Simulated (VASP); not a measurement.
Consider the following.

```
Ba
1.0
   -2.51000     2.51000     2.51000
    2.51000    -2.51000     2.51000
    2.51000     2.51000    -2.51000
Ba
1
Direct
  0.00000   0.00000   0.00000
```

Method: optB86b-vdW, VASP's PBE PAW potentials (set 64) (plane waves; VASP). Run with 520 eV cut-off, 9×9×9 Γ-centred mesh, first-order Methfessel-Paxton smearing of 0.10 eV, potentials Ba_sv.

Energy and stress use the plane-wave basis of the starting cell.

Task: The ions, cell shape and volume are relaxed. Which structure does the run end with?

Result: 
```
Ba
1.0
   -2.45295     2.45295     2.45295
    2.45295    -2.45295     2.45295
    2.45295     2.45295    -2.45295
Ba
1
Direct
  0.00000   0.00000   0.00000
```
Space group Im-3m (229), at a tolerance of 0.03 Å.

Task: How do energy and volume change from the first to the last step?

Result: The energy (σ→0) changes by -8.3 meV/atom and the volume by -6.7 %, in 4 ionic steps.

| step | E(σ→0) (eV) | max force (eV/Å) | pressure (GPa) | volume (Å³) |
|---|---|---|---|---|
| 1 | 0.2034 | 0.000 | -0.59 | 63.25 |
| 2 | 0.1974 | 0.000 | -0.31 | 61.16 |
| 3 | 0.1952 | 0.000 | -0.04 | 59.31 |
| 4 | 0.1952 | 0.000 | 0.00 | 59.04 |

The compound is Ba in the bcc structure. This run relaxes it. Symmetry was kept, so distortions that lower it aren't found.
